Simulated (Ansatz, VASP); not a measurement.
**Hf2TiN3 in VASP and in Ansatz**

Contents of INCAR:

```
SYSTEM = Hf2TiN3
PREC = Accurate
ENCUT = 520
EDIFF = 1E-7
ISMEAR = 0
SIGMA = 0.1
LREAL = .FALSE.
LASPH = .TRUE.
NELM = 150
ALGO = Normal
ISIF = 2
LWAVE = .FALSE.
LCHARG = .FALSE.
ISPIN = 2
MAGMOM = 0 0 1 0 0 0
LORBIT = 11
LMAXMIX = 4
GGA = PE
NBANDS = 36
```

Contents of KPOINTS:

```
Automatic mesh
0
G
  6 6 2
  0 0 0
```

POSCAR

```
Hf2TiN3
1.0
    3.1639878000      0.0000000000      0.0000000000
   -1.5819939000      2.7400938000      0.0000000000
    0.0000000000      0.0000000000      7.6736894000
Hf Ti N
2 1 3
Direct
    0.3333333000      0.6666667000      0.6757570000
    0.6666667000      0.3333333000      0.3242430000
    0.0000000000      0.0000000000      0.0000000000
    0.6666667000      0.3333333000      0.8422610000
    0.0000000000      0.0000000000      0.5000000000
    0.3333333000      0.6666667000      0.1577390000
```

Input for Ansatz:

```yaml
crystal:
  lattice:
    - [3.1639878, 0.0, 0.0]
    - [-1.5819939, 2.7400938, 0.0]
    - [0.0, 0.0, 7.6736894]
  atoms:
    - { symbol: Hf, position: [0.3333333, 0.6666667, 0.675757] }
    - { symbol: Hf, position: [0.6666667, 0.3333333, 0.324243] }
    - { symbol: Ti, position: [0.0, 0.0, 0.0], spin: 1.0 }
    - { symbol: "N", position: [0.6666667, 0.3333333, 0.842261] }
    - { symbol: "N", position: [0.0, 0.0, 0.5] }
    - { symbol: "N", position: [0.3333333, 0.6666667, 0.157739] }
basis:
  ecutwfc: 420
kpoints:
  mp_grid: { grid: [6, 6, 2] }
hamiltonian:
  xc: pbe
scf:
  occupations: { method: gaussian, width: 0.1 }
  lower_state_search: "off"
output:
  forces: true
  stress: true
  eigenvalues: true
  populations: true
magnetization:
  spin_polarized: true
```

Alike in both runs: task single point; functional PBE; k mesh 6 × 6 × 2; occupations gaussian, width 0.1 eV; collinear spin.

```csv
,VASP,Ansatz
version,VASP 6.6.1,Ansatz 0.2.0
potentials or method,"VASP PAW PBE potentials, release 64 (Hf_pv, Ti_sv, N)","scalar-relativistic, plane waves, PAW"
plane-wave cutoff (eV),520,420
valence electrons in the cell,47,79
```

|  | VASP | Ansatz | Ansatz less VASP |
| --- | --- | --- | --- |
| gap on the k mesh at the Fermi level (eV) | none | none | - |
| pressure (GPa) | -1.6 | 0.0 | +1.58 |
| largest component of the traceless stress (GPa) | 1.13 | 1.17 | +0.048 |
| rms of the force components (eV/Å) | 0.079 | 0.076 | -0.0026 |
| net moment per atom (μB) | 0.00 | 0.00 | 0.000 |

Atom by atom the forces differ by 0.045 eV/Å (rms over components). A gap of «none» marks a metal or a gap that the smearing closes. The two sets of potentials don't hold the same shells in valence. Ansatz warned: «seeded_moment_not_kept».

Caveats: the k mesh is coarse (spacing up to 0.41 Å⁻¹), so the values aren't converged. The runs have no spin-orbit coupling, so splittings on Hf are missing.
